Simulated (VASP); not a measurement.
# GeB2C2 (P-3m1) in VASP: notebook, part 2 of 2

VASP 6.6.1.

## 4. Single point, r2SCAN

This run uses another cell than the first one, of 10.50 Å³/atom, 0.983 times its volume.

INCAR reads:

```
SYSTEM = GeB2C2
ALGO = Normal ; EDIFF = 1E-6
ENCUT = 520 ; ISIF = 2
ISMEAR = 0 ; KPAR = 4
LASPH = .TRUE. ; LCHARG = .FALSE.
LMIXTAU = .TRUE. ; LREAL = .FALSE.
LWAVE = .FALSE. ; METAGGA = R2SCAN
NBANDS = 22 ; NELM = 150
PREC = Accurate ; SIGMA = 0.1
```

KPOINTS reads:

```
k-points
0
G
  12 12 4
  0 0 0
```

POSCAR reads:

```
GeB2C2                                  
1.0
    2.7500940282     -0.0000000000      0.0000000000
   -1.3750470191      2.3816512906     -0.0000000000
    0.0000000000      0.0000000000      8.0142358709
  Ge              B               C             
     1     2     2
Direct
     1.0000000000000000    0.0000000000000000    0.0000000000000000
     0.6666666699999979    0.3333333300000021    0.7095035039989234
     0.3333333300000021    0.6666666699999979    0.2904964960010767
     0.3333333300000021    0.6666666699999979    0.7135377032409638
     0.6666666699999979    0.3333333300000021    0.2864622967590362
```

Potentials or basis: VASP PAW PBE potentials, release 64 (Ge_d, B, C).

Run with:

```console
cat potpaw_PBE.64/Ge_d/POTCAR potpaw_PBE.64/B/POTCAR potpaw_PBE.64/C/POTCAR > POTCAR
mpirun -np 4 vasp_std > vasp.out
```

OUTCAR:

```text
SYSTEM = GeB2C2
   EDIFF = 1E-6
   ENCUT = 520
   ISIF = 2
   ISMEAR = 0
   LASPH = .TRUE.
   LREAL = .FALSE.
   METAGGA = R2SCAN
   NELM = 150
   PREC = Accurate

 ion  position               nearest neighbor table
   1  0.000  0.000  0.000-
   2  0.667  0.333  0.710-   4 1.59   4 1.59   4 1.59
   3  0.333  0.667  0.290-   5 1.59   5 1.59   5 1.59
   4  0.333  0.667  0.714-   2 1.59   2 1.59   2 1.59
   5  0.667  0.333  0.286-   3 1.59   3 1.59   3 1.59

  LATTYP: Found a hexagonal cell.
 ALAT       =     2.7500940282
 C/A-ratio  =     2.9141679480

  Lattice vectors:

 A1 = (   2.7500940282,   0.0000000000,   0.0000000000)
 A2 = (  -1.3750470191,   2.3816512906,   0.0000000000)
 A3 = (   0.0000000000,   0.0000000000,   8.0142358709)

Analysis of symmetry for initial positions (statically):
=====================================================================
 Subroutine PRICEL returns:
 Original cell was already a primitive cell.

 Routine SETGRP: Setting up the symmetry group for a
 hexagonal supercell.
[... 173 lines left out ...]

 E-fermi :   4.7378     XC(G=0): -11.7936

 val. band max:        4.7013487637   @ k =   0.3333  -0.0000   0.0000
 cond. band min:       4.8038581532   @ k =   0.2500   0.2500   0.2500
 fundamental gap:      0.1025093895
 Fermi energy:         4.7377992290

 k-point     1 :       0.0000    0.0000    0.0000
  band No.  band energies     occupation
      1     -21.1716      2.00000
      2     -21.0822      2.00000
      3     -21.0822      2.00000
      4     -21.0052      2.00000
      5     -21.0052      2.00000
      6     -11.0383      2.00000
[... 589 lines left out ...]
     21      15.1602      0.00000
     22      16.5059      0.00000

 [... further k-points ...]

------------------------ aborting loop because EDIFF is reached ----------------------------------------

  FORCE on cell =-STRESS in cart. coord.  units (eV):
  Direction    XX          YY          ZZ          XY          YZ          ZX
  --------------------------------------------------------------------------------------
  -------------------------------------------------------------------------------------
  Total       -0.9528766     -0.9528766      0.0299266      0.0000000      0.0000000     -0.0000000
  in kB      -29.0843531    -29.0843531      0.9134413      0.0000001      0.0000000     -0.0000000
  external PRESSURE =     -19.0850883 kB  Pullay stress =       0.0000000 kB

 VOLUME and BASIS-vectors are now :
 -----------------------------------------------------------------------------
  energy-cutoff  :      520.00
  volume of cell :       52.49
      direct lattice vectors                 reciprocal lattice vectors
     2.750094028  0.000000000  0.000000000     0.363623931  0.209938375  0.000000000
    -1.375047019  2.381651291  0.000000000     0.000000000  0.419876749  0.000000000
     0.000000000  0.000000000  8.014235871     0.000000000  0.000000000  0.124777960

 POSITION                                       TOTAL-FORCE (eV/Angst)
 -----------------------------------------------------------------------------------
      0.00000      0.00000      0.00000        -0.000000      0.000000      0.000000
      1.37505      0.79388      5.68613        -0.000000      0.000000     -0.097441
     -0.00000      1.58777      2.32811        -0.000000      0.000000      0.097441
     -0.00000      1.58777      5.71846        -0.000000      0.000000      0.004465
      1.37505      0.79388      2.29578         0.000000      0.000000     -0.004465
 -----------------------------------------------------------------------------------
    total drift:                               -0.000000     -0.000000     -0.000000

  FREE ENERGIE OF THE ION-ELECTRON SYSTEM (eV)
  ---------------------------------------------------
  free  energy   TOTEN  =       -45.9375207039 eV

  energy  without entropy=      -45.9319897449  energy(sigma->0) =      -45.93475522
```

OSZICAR:

```text
N       E                     dE             d eps       ncg     rms          rms(c)
DAV:   1     0.174608624497E+03    0.17461E+03   -0.13780E+04  3786   0.259E+03
DAV:   2    -0.266757610084E+02   -0.20128E+03   -0.18889E+03  3414   0.661E+02
DAV:   3    -0.533862824374E+02   -0.26711E+02   -0.26423E+02  3768   0.123E+02
[... 12 lines left out ...]
DAV:  16    -0.459375090026E+02    0.16818E-04   -0.26900E-05  3404   0.378E-02    0.273E-03
DAV:  17    -0.459375173594E+02   -0.83568E-05   -0.36754E-06  3264   0.166E-02    0.254E-03
DAV:  18    -0.459375133202E+02    0.40392E-05   -0.57276E-07  2558   0.539E-03    0.330E-03
DAV:  19    -0.459375218909E+02   -0.85707E-05   -0.47277E-07  2024   0.621E-03    0.111E-03
DAV:  20    -0.459375207715E+02    0.11194E-05   -0.10682E-07  1728   0.265E-03    0.540E-04
DAV:  21    -0.459375207039E+02    0.67610E-07   -0.57623E-08  1692   0.222E-03
   1 F= -.45937521E+02 E0= -.45934755E+02  d E =-.553096E-02
```

stdout:

```text
POSCAR found type information on POSCAR GeB C
 POSCAR found :  3 types and       5 ions
 scaLAPACK will be used
 -----------------------------------------------------------------------------
|                                                                             |
|                                                                             |
|     You enforced a specific xc type in the INCAR file but a different       |
|     I HOPE YOU KNOW WHAT YOU ARE DOING!                                     |
|                                                                             |
 -----------------------------------------------------------------------------

 LDA part: xc-table for (None), standard interpolation
 POSCAR, INCAR and KPOINTS ok, starting setup
 FFT: planning ... GRIDC
 FFT: planning ... GRID_SOFT
 FFT: planning ... GRID
 WAVECAR not read
 entering main loop
```

It took 2.3 min on 4 MPI ranks of AMD EPYC 7R43 (Zen 3), shared host; peak memory 0.19 GiB.

Results:

- Free energy: -45.9375 eV
- Pressure: -1.9 GPa
- Largest force: 0.097 eV/Å
- Band gap on the k mesh: none (metal or under the smearing width)

Forces on the atoms (eV/Å):
```
Ge   0.000  0.000  0.000
B    0.000  0.000 -0.097
B    0.000  0.000  0.097
C    0.000  0.000  0.004
C    0.000  0.000 -0.004
```

Stress tensor (GPa, compression positive):
```
-2.91  0.00  0.00
 0.00 -2.91  0.00
 0.00  0.00  0.09
```

Caveat: the PAW data sets were made with another functional, which shifts forces and pressure a little.
